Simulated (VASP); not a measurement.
Level of theory: PBE GGA, VASP's PBE PAW potentials (set 64) (plane waves; VASP).

A VASP calculation is set up with these files.

**POSCAR**
```
HfO2
1
    0.0000000000     2.5362095691     2.5362095691
    2.5362095691     0.0000000000     2.5362095691
    2.5362095691     2.5362095691     0.0000000000
Hf O
1 2
Direct
  0.0000000000   0.0000000000   0.0000000000
  0.2500000000   0.2500000000   0.2500000000
  0.7500000000   0.7500000000   0.7500000000
```

### KPOINTS
```
k-points along high-symmetry lines
15
Line-mode
Reciprocal
  0.000000   0.000000   0.000000 ! GAMMA
  0.500000   0.000000   0.500000 ! X

  0.500000   0.000000   0.500000 ! X
  0.625000   0.250000   0.625000 ! U

  0.375000   0.375000   0.750000 ! K
  0.000000   0.000000   0.000000 ! GAMMA

  0.000000   0.000000   0.000000 ! GAMMA
  0.500000   0.500000   0.500000 ! L

  0.500000   0.500000   0.500000 ! L
  0.500000   0.250000   0.750000 ! W

  0.500000   0.250000   0.750000 ! W
  0.500000   0.000000   0.500000 ! X
```

**INCAR**
```
PREC = Accurate
LWAVE = .FALSE.
LREAL = .FALSE.   # projection in real space or not
ISMEAR = 0
ALGO = Normal
LORBIT = 11
EDIFF = 1E-7   # SCF stop (eV)
SYSTEM = HfO2
LASPH = .TRUE.
ICHARG = 11   # fixed density
ENCUT = 520   # plane-wave cut-off (eV)
GGA = PE   # PBE
NELM = 100   # most electronic steps
LMAXMIX = 6   # l cut-off of mixed one-centre charges
LCHARG = .FALSE.
SIGMA = 0.05   # width (eV)
```

POTCAR, in this order: Hf_pv O (PBE.64 set). Program: vasp_std. Read from the step before: CHGCAR.

Output of the run:

File OSZICAR:
```
       N       E                     dE             d eps       ncg     rms          rms(c)
DAV:   1     0.930074002603E+02    0.93007E+02   -0.12967E+04  2708   0.145E+03
DAV:   2    -0.259876274306E+02   -0.11900E+03   -0.11593E+03  3617   0.311E+02
DAV:   3    -0.297208068457E+02   -0.37332E+01   -0.37287E+01  3337   0.506E+01
DAV:   4    -0.297501983706E+02   -0.29392E-01   -0.29386E-01  3414   0.489E+00
DAV:   5    -0.297505260712E+02   -0.32770E-03   -0.32767E-03  3407   0.459E-01
DAV:   6    -0.297505335378E+02   -0.74667E-05   -0.74665E-05  3359   0.640E-02
DAV:   7    -0.297505337637E+02   -0.22588E-06   -0.22586E-06  3442   0.949E-03
DAV:   8    -0.297505337715E+02   -0.77889E-08   -0.77723E-08  3119   0.161E-03
   1 F= -.29750534E+02 E0= -.29750534E+02  d E =-.451443E-14
```

### OUTCAR
```
 val. band max:        4.2669619783   @ k =   0.5000   0.0000   0.5000

 cond. band min:       8.0647343456   @ k =   0.5000   0.0000   0.5000



 k-point     1 :       0.0000    0.0000    0.0000
  band No.  band energies     occupation
      1     -25.4268      2.00000
      2     -25.4268      2.00000
      3     -25.4268      2.00000
      4     -14.4565      2.00000
      5     -11.4304      2.00000
      6      -1.0666      2.00000
      7      -1.0666      2.00000
      8      -1.0666      2.00000
      9       3.6608      2.00000
     10       3.6608      2.00000
     11       3.6608      2.00000
     12       8.1443      0.00000
     13       8.1443      0.00000
     14      10.0925      0.00000
     15      14.6711      0.00000

 k-point     2 :       0.0357    0.0000    0.0357
  band No.  band energies     occupation
      1     -25.4331      2.00000
      2     -25.4283      2.00000
      3     -25.4283      2.00000
      4     -14.4328      2.00000
      5     -11.4505      2.00000
      6      -1.0527      2.00000
      7      -1.0527      2.00000
      8      -1.0125      2.00000
      9       3.5297      2.00000
     10       3.6640      2.00000
     11       3.6640      2.00000
     12       8.1608      0.00000
     13       8.1992      0.00000
     14      10.1699      0.00000
     15      14.6071      0.00000

 k-point     3 :       0.0714    0.0000    0.0714
  band No.  band energies     occupation
      1     -25.4515      2.00000
      2     -25.4328      2.00000
      3     -25.4328      2.00000
      4     -14.3624      2.00000
      5     -11.5090      2.00000
      6      -1.0111      2.00000
      7      -1.0111      2.00000
      8      -0.8526      2.00000
      9       3.1718      2.00000
     10       3.6723      2.00000
     11       3.6723      2.00000
     12       8.2097      0.00000
     13       8.3339      0.00000
     14      10.3917      0.00000
     15      14.4302      0.00000

...
```

The density is held fixed in this step, so its total energy and stress have no physical meaning. Unless said otherwise, spin-orbit coupling is left out, though it shifts the bands of the heavy elements here.

The compound is HfO2 in the fluorite structure, the high-temperature cubic form, which is unstable at 0 K; the monoclinic form is the stable one. It was relaxed first.
